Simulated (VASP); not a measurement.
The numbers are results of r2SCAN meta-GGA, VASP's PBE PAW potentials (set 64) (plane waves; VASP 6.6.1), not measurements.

The input files of a VASP run:

File KPOINTS:
```
Regular mesh
0
Gamma
 8 8 8
```

POSCAR:
```
MoS2
1
    0.0000000000     2.9313339159     2.9313339159
    2.9313339159    -0.0000000000     2.9313339159
    2.9313339159     2.9313339159    -0.0000000000
Mo S
1 2
Direct
  0.0000000000   0.0000000000   0.0000000000
  0.2500000000   0.2500000000   0.2500000000
  0.7500000000   0.7500000000   0.7500000000
```

INCAR:
```
LMAXMIX  =  4   ! l cut-off of mixed one-centre charges
EDIFF  =  1E-6   ! SCF stop (eV)
LCHARG  =  .FALSE.
NSW  =  60
ISMEAR  =  1
EDIFFG  =  -0.02
METAGGA  =  R2SCAN
LASPH  =  .TRUE.   ! aspherical one-centre terms
LWAVE  =  .FALSE.
ENCUT  =  400
LMIXTAU  =  .TRUE.
LREAL  =  .FALSE.
ISIF  =  3   ! ions, shape and volume
SYSTEM  =  MoS2
NELM  =  100   ! most electronic steps
ALGO  =  Normal   ! blocked Davidson
PREC  =  Accurate
IBRION  =  2   ! conjugate gradients
SIGMA  =  0.1   ! width (eV)
```

POTCAR, in this order: Mo_sv S (PBE.64 set). Program: vasp_std.

Problem. What does the run give for the energy per atom (σ→0), band gap (on the k-mesh)?

Solution. 
```yaml
energy per atom (σ→0): -14.201 eV/atom
band gap (on the k-mesh): none (metal, semimetal or under 0.01 eV)
```

OSZICAR:
```
...
DAV:  13    -0.426019983696E+02   -0.82431E-03   -0.68674E-04   992   0.216E-01    0.583E-02
DAV:  14    -0.426024411238E+02   -0.44275E-03   -0.48630E-04   992   0.151E-01    0.151E-02
DAV:  15    -0.426024606442E+02   -0.19520E-04   -0.10994E-05  1243   0.304E-02    0.108E-02
DAV:  16    -0.426024574946E+02    0.31496E-05   -0.15465E-05  1015   0.304E-02    0.372E-03
DAV:  17    -0.426024612379E+02   -0.37434E-05   -0.14068E-06   497   0.946E-03    0.391E-03
DAV:  18    -0.426024626961E+02   -0.14582E-05   -0.50561E-07   496   0.685E-03    0.200E-03
DAV:  19    -0.426024631286E+02   -0.43249E-06   -0.11030E-07   496   0.251E-03
   1 F= -.42602463E+02 E0= -.42602292E+02  d E =-.426025E+02
```

The structure was generated: MoS2 was put into the fluorite type (Fm-3m), which need not be its known phase. It was relaxed first, which changed the volume by -6 %. The start is the result of an earlier pass.
